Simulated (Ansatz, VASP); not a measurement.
SnC2: VASP beside Ansatz

```xyz
3
Lattice="-1.9707 1.9707 3.2328 1.9707 -1.9707 3.2328 1.9707 1.9707 -3.2328" Properties=species:S:1:pos:R:3 pbc="T T T"
Sn    0.0000    0.0000    0.0000
C     0.0000    0.0000    3.8637
C     0.0000    0.0000    2.6018
```

The cell comes from a database or a generator and needn't be the stable form of this composition.

Alike in both runs: task relaxation of cell and atoms; functional LDA; k mesh 12 × 12 × 12; occupations gaussian, width 0.02 eV; no spin polarisation.

```csv
,VASP,Ansatz
version,VASP 6.6.1,Ansatz 0.2.0
potentials or method,"VASP PAW LDA potentials, release 64 (Sn_d, C)","scalar-relativistic, plane waves, PAW"
plane-wave cutoff (eV),600,420
valence electrons in the cell,22,22
```

|  | VASP | Ansatz | Ansatz less VASP |
| --- | --- | --- | --- |
| gap on the k mesh at the Fermi level, each at its own relaxed structure (eV) | 0.22 | 0.27 | +0.045 |
| relaxed volume (Å³/atom) | 16.74 | 16.74 | +0.001 |
| relaxed cell length with the largest relative difference (Å) | 4.269 | 4.269 | 0.0000 |

Caveats: spin-orbit coupling is left out, which moves the levels of the heavy elements. A hybrid or GW would open this gap; LDA tends to underestimate it. A k mesh can miss the band edges.
